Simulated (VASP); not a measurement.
Data:

```
CELL_PARAMETERS angstrom
      0.00000     2.43500     2.43500
      2.43500     0.00000     2.43500
      2.43500     2.43500     0.00000
ATOMIC_POSITIONS crystal
  Be 0.00000 0.00000 0.00000
  S  0.25000 0.25000 0.25000
```

All values below come from eigenvalue-self-consistent GW0 on PBE orbitals, VASP's PBE PAW potentials (set 64) (plane waves; VASP). Settings: PREC = Normal, 500 eV cut-off, 4×4×4 Γ-centred mesh, Gaussian smearing of 0.010 eV, potentials Be_sv_GW S_GW.

The mesh is coarse and the basis finite, so the quasiparticle values are not converged.

NBANDS = 160, ENCUTGW = 200 eV, NOMEGA = 64, 4 updates of the levels in G. The PBE levels (eV) are:

```
state                           KS energy  filling
------------------------------  ---------  -------
k1 (0.00, 0.00, 0.00), band 2       -9.66        2
k1 (0.00, 0.00, 0.00), band 3        3.92        2
k1 (0.00, 0.00, 0.00), band 4        3.92        2
k1 (0.00, 0.00, 0.00), band 5        3.92        2
k1 (0.00, 0.00, 0.00), band 6        9.55        0
k1 (0.00, 0.00, 0.00), band 7        9.55        0
k1 (0.00, 0.00, 0.00), band 8        9.55        0
k1 (0.00, 0.00, 0.00), band 9        9.75        0
k2 (0.25, 0.00, 0.00), band 2       -9.02        2
k2 (0.25, 0.00, 0.00), band 3        0.67        2
k2 (0.25, 0.00, 0.00), band 4        3.33        2
k2 (0.25, 0.00, 0.00), band 5        3.33        2
k2 (0.25, 0.00, 0.00), band 6        9.45        0
k2 (0.25, 0.00, 0.00), band 7       10.44        0
k2 (0.25, 0.00, 0.00), band 8       10.44        0
k2 (0.25, 0.00, 0.00), band 9       13.11        0
k6 (-0.25, 0.25, 0.00), band 2      -8.19        2
k6 (-0.25, 0.25, 0.00), band 3      -0.43        2
k6 (-0.25, 0.25, 0.00), band 4       0.88        2
k6 (-0.25, 0.25, 0.00), band 5       2.82        2
k6 (-0.25, 0.25, 0.00), band 6       9.77        0
k6 (-0.25, 0.25, 0.00), band 7      11.70        0
k6 (-0.25, 0.25, 0.00), band 8      12.21        0
k6 (-0.25, 0.25, 0.00), band 9      13.04        0
```

Question: Give the quasiparticle energies and renormalisation factors Z.

Answer: 
```tsv
state	QP energy (eV)	Z
k1 (0.00, 0.00, 0.00), band 2	-11.52	0.74
k1 (0.00, 0.00, 0.00), band 3	2.60	0.79
k1 (0.00, 0.00, 0.00), band 4	2.60	0.79
k1 (0.00, 0.00, 0.00), band 5	2.60	0.79
k1 (0.00, 0.00, 0.00), band 6	10.38	0.80
k1 (0.00, 0.00, 0.00), band 7	10.38	0.80
k1 (0.00, 0.00, 0.00), band 8	10.38	0.80
k1 (0.00, 0.00, 0.00), band 9	10.32	0.80
k2 (0.25, 0.00, 0.00), band 2	-10.79	0.74
k2 (0.25, 0.00, 0.00), band 3	-0.92	0.78
k2 (0.25, 0.00, 0.00), band 4	1.97	0.79
k2 (0.25, 0.00, 0.00), band 5	1.97	0.79
k2 (0.25, 0.00, 0.00), band 6	10.12	0.80
k2 (0.25, 0.00, 0.00), band 7	11.29	0.80
k2 (0.25, 0.00, 0.00), band 8	11.29	0.80
k2 (0.25, 0.00, 0.00), band 9	13.88	0.78
k6 (-0.25, 0.25, 0.00), band 2	-9.87	0.74
k6 (-0.25, 0.25, 0.00), band 3	-2.11	0.77
k6 (-0.25, 0.25, 0.00), band 4	-0.69	0.78
k6 (-0.25, 0.25, 0.00), band 5	1.42	0.79
k6 (-0.25, 0.25, 0.00), band 6	10.45	0.80
k6 (-0.25, 0.25, 0.00), band 7	12.62	0.79
k6 (-0.25, 0.25, 0.00), band 8	12.91	0.79
k6 (-0.25, 0.25, 0.00), band 9	13.89	0.78
```
On the mesh the gap opens from 3.11 to 4.85 eV.

The compound is BeS in the zinc blende structure. The cell was not relaxed at this level. The k-mesh is coarse (spacing up to 0.56 per Å, 2π included), so the numbers may not be converged in it.
